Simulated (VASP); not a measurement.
Input:

```yaml
crystal:
  lattice:
    - [0.00000, 2.54599, 2.54599]
    - [2.54599, 0.00000, 2.54599]
    - [2.54599, 2.54599, 0.00000]
  atoms:
    - { symbol: Zr, position: [0.00000, 0.00000, 0.00000] }
    - { symbol: O, position: [0.25000, 0.25000, 0.25000] }
    - { symbol: O, position: [0.75000, 0.75000, 0.75000] }
```

Level of theory: r2SCAN meta-GGA with spin-orbit coupling, VASP's PBE PAW potentials (set 64) (plane waves; VASP). Settings: 520 eV cut-off, 7×7×7 Γ-centred mesh, Gaussian smearing of 0.050 eV, potentials Zr_sv O.

### Question
What does the run give for the energy per atom (σ→0), band gap (over mesh and band path) with the smallest direct gap where there is one?

### Answer

```json
{
 "band gap (over mesh and band path)": "3.87 eV",
 "smallest direct gap (over mesh and band path)": "4.27 eV",
 "energy per atom (σ→0)": "-15.306 eV/atom"
}
```

Total energies compare only between runs with the same potentials, cut-off and functional.

The compound is ZrO2 in the fluorite structure, the high-temperature cubic form, which is unstable at 0 K; the monoclinic form is the stable one. It was relaxed first.
